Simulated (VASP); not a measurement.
Here is a VASP 6.6.1 calculation.

INCAR

```
SYSTEM = TiC
PREC = Accurate
ENCUT = 520
EDIFF = 1E-7
ISMEAR = 1
SIGMA = 0.1
LREAL = .False.
LASPH = .True.
NELM = 80
ALGO = Fast
ISIF = 2
LWAVE = .False.
LCHARG = .False.
LMAXMIX = 4
GGA = PS
NBANDS = 15
ICORELEVEL = 1
```

Contents of KPOINTS:

```
Automatic mesh
0
Gamma
  14 14 14
  0 0 0
```

Contents of POSCAR:

```
TiC                                     
1.0
    0.0000000000      2.1471057723      2.1471057723
    2.1471057723      0.0000000000      2.1471057723
    2.1471057723      2.1471057723      0.0000000000
  Ti              C             
     1     1
Direct
     0.0000000000000000    0.0000000000000000    0.0000000000000000
     0.5000000000000000    0.5000000000000000    0.5000000000000000
```

File KPOINTS_OPT:

```
explicit points
209
Reciprocal
 0.0000000000  0.0000000000  0.0000000000 1
 0.0263157895  0.0000000000  0.0263157895 1
 0.0526315789  0.0000000000  0.0526315789 1
 0.0789473684  0.0000000000  0.0789473684 1
 0.1052631579  0.0000000000  0.1052631579 1
 0.1315789474  0.0000000000  0.1315789474 1
[... 201 lines left out ...]
 0.4250000000  0.0000000000  0.4250000000 1
 0.4500000000  0.0000000000  0.4500000000 1
```

Potentials or basis: VASP PAW PBE potentials, release 64 (Ti_sv, C).

Command:

```console
$ cat potpaw_PBE.64/Ti_sv/POTCAR potpaw_PBE.64/C/POTCAR > POTCAR
$ mpirun -np 1 vasp_std > vasp.out
```

Problem. What does it give for the band gap along the path?

Solution. None (metal or under the smearing width).

Problem. What does it give for the pressure?

Solution. 0.1 GPa.

Levels at the corners of the path, in eV from the Fermi level:
```
point  band 6  band 7  band 8  band 9  band 10  band 11
    Γ    0.67    0.67    0.67    1.74     1.74     1.74
    X   -3.46   -1.75    0.00    0.00     2.83     3.65
    X   -3.46   -1.75    0.00    0.00     2.83     3.65
    W   -3.21   -3.21   -2.77    2.88     2.88     3.66
    W   -3.21   -3.21   -2.77    2.88     2.88     3.66
    K   -3.57   -3.40   -1.75    1.49     3.25     3.97
    K   -3.57   -3.40   -1.75    1.49     3.25     3.97
    Γ    0.67    0.67    0.67    1.74     1.74     1.74
    Γ    0.67    0.67    0.67    1.74     1.74     1.74
    L   -5.99   -2.98   -2.98    3.02     3.02     4.26
    L   -5.99   -2.98   -2.98    3.02     3.02     4.26
    U   -3.57   -3.40   -1.75    1.49     3.25     3.97
    U   -3.57   -3.40   -1.75    1.49     3.25     3.97
    W   -3.21   -3.21   -2.77    2.88     2.88     3.66
    W   -3.21   -3.21   -2.77    2.88     2.88     3.66
    L   -5.99   -2.98   -2.98    3.02     3.02     4.26
    L   -5.99   -2.98   -2.98    3.02     3.02     4.26
    K   -3.57   -3.40   -1.75    1.49     3.25     3.97
    U   -3.57   -3.40   -1.75    1.49     3.25     3.97
    X   -3.46   -1.75    0.00    0.00     2.83     3.65
```

Caveat: the PAW data sets were made with another functional, which shifts forces and pressure a little.
